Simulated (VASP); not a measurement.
Given:

```yaml
crystal:
  lattice:
    - [0.00000, 3.03265, 3.03265]
    - [3.03265, 0.00000, 3.03265]
    - [3.03265, 3.03265, 0.00000]
  atoms:
    - { symbol: Li, position: [0.25000, 0.25000, 0.25000] }
    - { symbol: Li, position: [0.75000, 0.75000, 0.75000] }
    - { symbol: Se, position: [0.00000, 0.00000, 0.00000] }
```

Method: PBEsol GGA, VASP's PBE PAW potentials (set 64) (plane waves; VASP). Settings: 520 eV cut-off, 8×8×8 Γ-centred mesh, Gaussian smearing of 0.050 eV, potentials Li_sv Se.

**Question.** Give the stress tensor in GPa (positive for a compressed cell).

**Answer.** 
```
-1.86   0.00   0.00
 0.00  -1.86   0.00
 0.00   0.00  -1.86
```
The pressure is its mean diagonal, -1.86 GPa.

The compound is Li2Se in the antifluorite structure. This cell is one point of a volume scan, at 1.06 of the reference volume.
